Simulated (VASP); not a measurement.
Energy against volume of LiCl (rock salt). Level of theory: r2SCAN+rVV10, VASP's PBE PAW potentials (set 64) (plane waves; VASP). Run with 520 eV cut-off, 9×9×9 Γ-centred mesh, Gaussian smearing of 0.050 eV, potentials Li_sv Cl.

```csv
V (Å³/atom),E (eV/atom)
15.224,-6.15105
15.710,-6.15748
16.196,-6.15946
16.682,-6.15811
```

Question: Fit these four points and predict the energy of the run at 17.168 Å³/atom.

Answer: A cubic in V^(−2/3), the third-order Birch-Murnaghan form, passes through the four points with V0 = 16.22 Å³/atom and B0 = 36 GPa, and gives -6.1543 eV/atom there. The run gave -6.1534 eV/atom, +0.9 meV/atom from the fit; all five points give B0 = 39 GPa.

The compound is LiCl in the rock salt structure. It was relaxed first.
